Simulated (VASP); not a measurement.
Output of a VASP run:

OUTCAR:
```
 ion  position               nearest neighbor table
   1  0.500  0.000  0.000-  33 1.85  46 1.90  54 1.90  62 1.90   8 3.10  13 3.10  15 3.10  18 3.10
                            23 3.10  24 3.10  31 3.10   2 3.10   3 3.10   5 3.10   7 3.10   9 3.11
   2  0.750  0.250  0.000-  34 1.89  44 1.90  55 1.90  33 1.93  13 3.10  14 3.10  16 3.10  24 3.10
                            25 3.10  29 3.10   1 3.10   3 3.10   4 3.10   6 3.10   9 3.12  10 3.14
   3  0.750  0.000  0.250-  35 1.85  33 1.89  39 1.90  49 1.90  12 3.04   1 3.10  16 3.10  18 3.10
                            19 3.10  22 3.10  26 3.10   2 3.10   4 3.10   7 3.10  11 3.10
   4  0.000  0.000  0.000-  36 1.90  39 1.90  44 1.90  63 1.90   8 3.10  13 3.10  15 3.10  16 3.10
                            23 3.10  26 3.10  29 3.10  32 3.10   2 3.10   3 3.10   5 3.10   7 3.10
   5  0.250  0.250  0.000-  36 1.90  54 1.90  60 1.90  37 1.94   9 3.05  14 3.10  16 3.10  17 3.10
                            23 3.10  24 3.10  29 3.10  30 3.10   4 3.10   6 3.10   8 3.10   1 3.10
   6  0.500  0.500  0.000-  37 1.86  55 1.90  61 1.90  38 1.91   9 3.06  17 3.10  18 3.10  24 3.10
                            25 3.10  30 3.10  31 3.10   5 3.10   7 3.10   2 3.10  15 3.10  10 3.10
   7  0.750  0.750  0.000-  39 1.90  56 1.90  62 1.90  38 1.93  10 3.08  13 3.10  14 3.10  18 3.10
                            25 3.10  26 3.10  31 3.10  32 3.10   3 3.10   4 3.10   6 3.10   1 3.10
   8  0.250  0.000  0.250-  40 1.89  36 1.90  46 1.90  57 1.90   9 3.09  15 3.10  16 3.10  18 3.10
                            19 3.10  20 3.10  26 3.10  28 3.10   4 3.10   5 3.10   1 3.10  11 3.10
   9  0.494  0.255  0.248-  37 1.85  64 1.93  40 1.96  33 1.96  17 3.03   5 3.05   6 3.06  20 3.07
                             8 3.09  21 3.10  12 3.11   1 3.11   2 3.12  10 3.13  11 3.14
  10  0.749  0.505  0.252-  41 1.86  38 1.87  34 1.88  64 1.89  22 3.06  18 3.06  26 3.07   7 3.08
                            27 3.09  12 3.10   6 3.10  14 3.11  21 3.13   9 3.13  16 3.13   2 3.14
  11  0.500  0.000  0.500-  40 1.86  49 1.90  59 1.90  42 1.95  12 3.08  20 3.10  22 3.10  23 3.10
                            24 3.10  28 3.10  31 3.10   8 3.10   3 3.10  13 3.10  18 3.10   9 3.14
  12  0.750  0.247  0.495-  64 1.86  35 1.89  42 1.92  43 1.95   3 3.04  16 3.06  19 3.08  11 3.08
                            10 3.10   9 3.11  13 3.11  27 3.11  29 3.13  24 3.13  25 3.15
  13  0.750  0.000  0.750-  42 1.86  44 1.90  53 1.90  62 1.90  11 3.10  19 3.10  22 3.10  24 3.10
                            29 3.10  31 3.10  32 3.10   1 3.10   2 3.10   4 3.10   7 3.10  12 3.11
  14  0.000  0.500  0.000-  45 1.90  56 1.90  60 1.90  34 1.91  16 3.10  17 3.10  25 3.10  26 3.10
                            29 3.10  30 3.10  32 3.10   2 3.10   5 3.10   7 3.10  15 3.10  10 3.11
  15  0.250  0.750  0.000-  45 1.90  46 1.90  61 1.90  63 1.90  14 3.10  17 3.10  18 3.10  23 3.10
                            26 3.10  30 3.10  31 3.10  32 3.10   1 3.10   4 3.10   6 3.10   8 3.10
  16  0.000  0.250  0.250-  35 1.89  36 1.90  47 1.90  34 1.94  12 3.06   2 3.10  14 3.10  17 3.10
                            19 3.10  20 3.10  27 3.10   3 3.10   4 3.10   5 3.10   8 3.10  10 3.13
  17  0.250  0.500  0.250-  37 1.88  45 1.90  47 1.90  48 1.91   9 3.03  21 3.08  18 3.10  20 3.10
                             6 3.10  26 3.10  27 3.10  28 3.10   5 3.10  14 3.10  15 3.10  16 3.10
  18  0.500  0.750  0.250-  48 1.84  38 1.86  46 1.90  49 1.90  10 3.06   1 3.10  11 3.10  15 3.10
                            17 3.10  22 3.10  28 3.10   3 3.10   6 3.10   7 3.10   8 3.10  21 3.11
  19  0.000  0.000  0.500-  50 1.90  53 1.90  57 1.90  35 1.92  12 3.08  20 3.10  22 3.10  23 3.10
                            26 3.10  28 3.10  29 3.10  32 3.10   8 3.10   3 3.10  13 3.10  16 3.10
  20  0.250  0.250  0.500-  40 1.88  51 1.88  50 1.90  47 1.90   9 3.07  21 3.07   8 3.10  23 3.10
                            24 3.10  27 3.10  29 3.10  30 3.10  11 3.10  16 3.10  17 3.10  19 3.10
  21  0.495  0.501  0.503-  52 1.85  48 1.89  51 1.90  64 1.97  30 3.05  28 3.06  20 3.07  31 3.07
                            17 3.08  24 3.09   9 3.10  18 3.11  25 3.11  22 3.12  10 3.13
  22  0.750  0.750  0.500-  41 1.88  49 1.90  53 1.90  52 1.90  10 3.06  19 3.10  25 3.10  26 3.10
                            27 3.10  31 3.10  32 3.10   3 3.10  11 3.10  13 3.10  18 3.10  21 3.12
  23  0.250  0.000  0.750-  50 1.90  54 1.90  59 1.90  63 1.90  15 3.10  19 3.10  20 3.10  24 3.10
                            28 3.10  29 3.10  31 3.10  32 3.10   1 3.10   4 3.10   5 3.10  11 3.10
  24  0.500  0.250  0.750-  42 1.88  54 1.90  55 1.90  51 1.90  21 3.09  13 3.10  20 3.10   1 3.10
                            23 3.10  25 3.10  30 3.10   2 3.10   5 3.10   6 3.10  11 3.10  12 3.13
  25  0.750  0.500  0.750-  55 1.90  56 1.90  43 1.90  52 1.94  22 3.10  24 3.10  27 3.10  29 3.10
                            31 3.10  32 3.10   2 3.10   6 3.10   7 3.10  14 3.10  21 3.11  12 3.15
  26  0.000  0.750  0.250-  39 1.90  45 1.90  57 1.90  41 1.90  10 3.07  14 3.10  15 3.10  17 3.10
                            19 3.10  22 3.10  27 3.10  28 3.10   4 3.10   7 3.10   8 3.10   3 3.10
  27  0.000  0.500  0.500-  47 1.90  58 1.90  43 1.91  41 1.93  10 3.09  25 3.10  26 3.10  28 3.10
                            29 3.10  30 3.10  32 3.10  16 3.10  17 3.10  20 3.10  22 3.10  12 3.11
  28  0.250  0.750  0.500-  57 1.90  58 1.90  59 1.90  48 1.93  21 3.06   8 3.10  23 3.10  26 3.10
                            27 3.10  30 3.10  31 3.10  32 3.10  11 3.10  17 3.10  18 3.10  19 3.10
  29  0.000  0.250  0.750-  43 1.86  44 1.90  50 1.90  60 1.90  14 3.10  19 3.10  20 3.10  23 3.10
                            25 3.10  27 3.10  30 3.10   2 3.10   4 3.10   5 3.10  13 3.10  12 3.13
  30  0.250  0.500  0.750-  51 1.87  58 1.90  60 1.90  61 1.90  21 3.05   5 3.10  24 3.10  27 3.10
                            28 3.10  29 3.10  31 3.10  32 3.10   6 3.10  14 3.10  15 3.10  20 3.10
  31  0.500  0.750  0.750-  52 1.90  59 1.90  61 1.90  62 1.90  21 3.07  15 3.10   1 3.10  22 3.10
                            23 3.10  25 3.10  28 3.10  30 3.10   6 3.10   7 3.10  11 3.10  13 3.10
  32  0.000  0.750  0.750-  53 1.90  56 1.90  58 1.90  63 1.90  15 3.10  19 3.10  22 3.10  23 3.10
                            25 3.10  27 3.10  28 3.10  30 3.10   4 3.10   7 3.10  13 3.10  14 3.10
  33  0.623  0.120  0.124-   1 1.85   3 1.89   2 1.93   9 1.96
  34  0.870  0.379  0.126-  10 1.88   2 1.89  14 1.91  16 1.94
  35  0.873  0.122  0.369-   3 1.85  12 1.89  16 1.89  19 1.92
  36  0.125  0.125  0.125-   4 1.90   5 1.90   8 1.90  16 1.90
  37  0.377  0.380  0.126-   9 1.85   6 1.86  17 1.88   5 1.94
  38  0.623  0.626  0.130-  18 1.86  10 1.87   6 1.91   7 1.93
  39  0.875  0.875  0.125-   3 1.90   4 1.90   7 1.90  26 1.90
  40  0.373  0.121  0.380-  11 1.86  20 1.88   8 1.89   9 1.96
  41  0.872  0.627  0.374-  10 1.86  22 1.88  26 1.90  27 1.93
  42  0.629  0.127  0.631-  13 1.86  24 1.88  12 1.92  11 1.95
  43  0.877  0.373  0.628-  29 1.86  25 1.90  27 1.91  12 1.95
  44  0.875  0.125  0.875-   2 1.90   4 1.90  13 1.90  29 1.90
  45  0.125  0.625  0.125-  14 1.90  15 1.90  17 1.90  26 1.90
  46  0.375  0.875  0.125-   1 1.90   8 1.90  15 1.90  18 1.90
  47  0.125  0.375  0.375-  16 1.90  17 1.90  20 1.90  27 1.90
...
```

**OSZICAR**
```
...
RMM:   6    -0.481501168809E+03   -0.76407E-06   -0.27546E-05   208   0.114E-02
  13 F= -.48150117E+03 E0= -.48149854E+03  d E =-.619678E-02
       N       E                     dE             d eps       ncg     rms          rms(c)
DAV:   1    -0.481501417602E+03   -0.24956E-03   -0.22687E-02   384   0.376E-01    0.650E-02
RMM:   2    -0.481501358318E+03    0.59285E-04   -0.50184E-04   320   0.516E-02    0.230E-02
RMM:   3    -0.481501350918E+03    0.74002E-05   -0.71450E-05   302   0.198E-02    0.131E-02
RMM:   4    -0.481501349406E+03    0.15111E-05   -0.26032E-05   204   0.101E-02
  14 F= -.48150135E+03 E0= -.48149927E+03  d E =-.637738E-02
       N       E                     dE             d eps       ncg     rms          rms(c)
DAV:   1    -0.481505043552E+03   -0.36926E-02   -0.30162E-01   336   0.144E+00    0.184E-01
RMM:   2    -0.481504751515E+03    0.29204E-03   -0.55283E-03   320   0.177E-01    0.674E-02
RMM:   3    -0.481504691369E+03    0.60146E-04   -0.83705E-04   322   0.674E-02    0.390E-02
RMM:   4    -0.481504672369E+03    0.19000E-04   -0.26452E-04   322   0.327E-02    0.142E-02
RMM:   5    -0.481504676218E+03   -0.38493E-05   -0.50378E-05   238   0.143E-02
  15 F= -.48150468E+03 E0= -.48150261E+03  d E =-.332681E-02
       N       E                     dE             d eps       ncg     rms          rms(c)
DAV:   1    -0.481505311636E+03   -0.63927E-03   -0.10178E-01   344   0.836E-01    0.108E-01
RMM:   2    -0.481505215095E+03    0.96541E-04   -0.19187E-03   320   0.104E-01    0.392E-02
RMM:   3    -0.481505196477E+03    0.18618E-04   -0.29229E-04   322   0.398E-02    0.228E-02
RMM:   4    -0.481505190315E+03    0.61624E-05   -0.91799E-05   318   0.193E-02
  16 F= -.48150519E+03 E0= -.48150314E+03  d E =-.384091E-02
       N       E                     dE             d eps       ncg     rms          rms(c)
DAV:   1    -0.481506446417E+03   -0.12499E-02   -0.13274E-01   336   0.965E-01    0.991E-02
RMM:   2    -0.481506498099E+03   -0.51682E-04   -0.24353E-03   320   0.123E-01    0.470E-02
RMM:   3    -0.481506483217E+03    0.14882E-04   -0.46404E-04   324   0.485E-02    0.250E-02
RMM:   4    -0.481506485403E+03   -0.21854E-05   -0.12878E-04   330   0.222E-02    0.109E-02
RMM:   5    -0.481506486742E+03   -0.13389E-05   -0.17892E-05   204   0.936E-03
  17 F= -.48150649E+03 E0= -.48150458E+03  d E =-.129643E-02
       N       E                     dE             d eps       ncg     rms          rms(c)
DAV:   1    -0.481506550396E+03   -0.64993E-04   -0.10444E-02   376   0.270E-01    0.279E-02
RMM:   2    -0.481506555149E+03   -0.47532E-05   -0.19862E-04   320   0.351E-02    0.130E-02
RMM:   3    -0.481506554401E+03    0.74764E-06   -0.39056E-05   241   0.140E-02    0.690E-03
RMM:   4    -0.481506554518E+03   -0.11678E-06   -0.86050E-06   189   0.610E-03
  18 F= -.48150655E+03 E0= -.48150468E+03  d E =-.136420E-02
       N       E                     dE             d eps       ncg     rms          rms(c)
DAV:   1    -0.481507177395E+03   -0.62299E-03   -0.78631E-02   336   0.751E-01    0.707E-02
RMM:   2    -0.481507189694E+03   -0.12299E-04   -0.11345E-03   320   0.836E-02    0.325E-02
RMM:   3    -0.481507183936E+03    0.57576E-05   -0.27159E-04   327   0.344E-02    0.175E-02
RMM:   4    -0.481507186596E+03   -0.26599E-05   -0.64221E-05   266   0.156E-02
  19 F= -.48150719E+03 E0= -.48150544E+03  d E =-.632078E-03
```

OUTCAR:
```
------------------------ aborting loop because EDIFF is reached ----------------------------------------
  FORCE on cell =-STRESS in cart. coord.  units (eV):
  Direction    XX          YY          ZZ          XY          YZ          ZX
  --------------------------------------------------------------------------------------
  Total       -7.7368239     -7.8165015     -8.0985585      5.5642781     -5.8551036      5.8141712
  in kB      -18.4505435    -18.6405563    -19.3131974     13.2695222    -13.9630739     13.8654596
  external PRESSURE =     -18.8014324 kB  Pullay stress =       0.0000000 kB
  volume of cell :      671.84
      direct lattice vectors                 reciprocal lattice vectors
     8.758331436  0.000000000  0.000000000     0.114176999  0.000000000  0.000000000
     0.000000000  8.758331436  0.000000000     0.000000000  0.114176999  0.000000000
     0.000000000  0.000000000  8.758331436     0.000000000  0.000000000  0.114176999
  FREE ENERGIE OF THE ION-ELECTRON SYSTEM (eV)
  ---------------------------------------------------
  free  energy   TOTEN  =      -481.5071865962 eV

  energy  without entropy=     -481.5036846252  energy(sigma->0) =     -481.50543561

 reached required accuracy - stopping structural energy minimisation
```
(Selected blocks of OUTCAR.)

### POSCAR
```
BC31Si32
1
    8.7583314355     0.0000000000     0.0000000000
    0.0000000000     8.7583314355    -0.0000000000
   -0.0000000000    -0.0000000000     8.7583314355
Si C B
32 31 1
Direct
  0.5000000000   0.0000000000   0.0000000000
  0.7500000000   0.2500000000   0.0000000000
  0.7500000000   0.0000000000   0.2500000000
  0.0000000000   0.0000000000   0.0000000000
  0.2500000000   0.2500000000   0.0000000000
  0.5000000000   0.5000000000   0.0000000000
  0.7500000000   0.7500000000   0.0000000000
  0.2500000000   0.0000000000   0.2500000000
  0.4943630000   0.2545240000   0.2483280000
  0.7493970000   0.5046840000   0.2516320000
  0.5000000000   0.0000000000   0.5000000000
  0.7503080000   0.2470750000   0.4945920000
  0.7500000000   0.0000000000   0.7500000000
  0.0000000000   0.5000000000   0.0000000000
  0.2500000000   0.7500000000   0.0000000000
  0.0000000000   0.2500000000   0.2500000000
  0.2500000000   0.5000000000   0.2500000000
  0.5000000000   0.7500000000   0.2500000000
  0.0000000000   0.0000000000   0.5000000000
  0.2500000000   0.2500000000   0.5000000000
  0.4952420000   0.5010040000   0.5026030000
  0.7500000000   0.7500000000   0.5000000000
  0.2500000000   0.0000000000   0.7500000000
  0.5000000000   0.2500000000   0.7500000000
  0.7500000000   0.5000000000   0.7500000000
  0.0000000000   0.7500000000   0.2500000000
  0.0000000000   0.5000000000   0.5000000000
  0.2500000000   0.7500000000   0.5000000000
  0.0000000000   0.2500000000   0.7500000000
  0.2500000000   0.5000000000   0.7500000000
  0.5000000000   0.7500000000   0.7500000000
  0.0000000000   0.7500000000   0.7500000000
  0.6230690000   0.1199540000   0.1236960000
  0.8698040000   0.3786850000   0.1260540000
  0.8732830000   0.1222160000   0.3693940000
  0.1250000000   0.1250000000   0.1250000000
  0.3773910000   0.3802000000   0.1261690000
  0.6226790000   0.6255120000   0.1303110000
  0.8750000000   0.8750000000   0.1250000000
  0.3727630000   0.1208580000   0.3804490000
  0.8720160000   0.6270220000   0.3741880000
  0.6286910000   0.1265820000   0.6307010000
  0.8771860000   0.3726650000   0.6280960000
  0.8750000000   0.1250000000   0.8750000000
  0.1250000000   0.6250000000   0.1250000000
  0.3750000000   0.8750000000   0.1250000000
  0.1250000000   0.3750000000   0.3750000000
  0.3793210000   0.6273110000   0.3712690000
  0.6250000000   0.8750000000   0.3750000000
  0.1250000000   0.1250000000   0.6250000000
  0.3713450000   0.3739710000   0.6267510000
  0.6198160000   0.6245160000   0.6205750000
  0.8750000000   0.8750000000   0.6250000000
  0.3750000000   0.1250000000   0.8750000000
  0.6250000000   0.3750000000   0.8750000000
  0.8750000000   0.6250000000   0.8750000000
  0.1250000000   0.8750000000   0.3750000000
  0.1250000000   0.6250000000   0.6250000000
  0.3750000000   0.8750000000   0.6250000000
  0.1250000000   0.3750000000   0.8750000000
  0.3750000000   0.6250000000   0.8750000000
  0.6250000000   0.8750000000   0.8750000000
  0.1250000000   0.8750000000   0.8750000000
  0.6298970000   0.3738590000   0.3746380000
```

Problem. Write an INCAR and KPOINTS that could have produced this output.

Solution. Several could match; the one computed here: the input of the run itself, PBE GGA, plane waves, VASP's PBE PAW potentials (set 64).

INCAR:
```
ALGO = Fast
EDIFF = 1E-5
EDIFFG = -0.03
ENCUT = 400
GGA = PE
IBRION = 2
ISIF = 2
ISMEAR = 0
ISYM = 0
LASPH = T
LCHARG = F
LREAL = Auto
LWAVE = T
NELECT = 254.0
NELM = 100
NELMIN = 4
NSW = 60
PREC = Normal
SIGMA = 0.05
SYSTEM = BC31Si32
```

KPOINTS:
```
Automatic
0
Gamma
1 1 1
0 0 0
```

POTCAR, in this order: Si C B (PBE.64 set). Program: vasp_gam.

At this cut-off the stress carries a Pulay error, which pulls relaxed volumes low. The cell is charged, with a uniform compensating background. The supercell is sampled at Γ alone, which is coarse: total energies, pressure and levels can be off, energies of defects by several tenths of an eV.

The cell is a supercell with a defect, built from SiC (zinc blende): B_C, charge +1. The run is not spin-polarised, so no state with unpaired spins was tried.
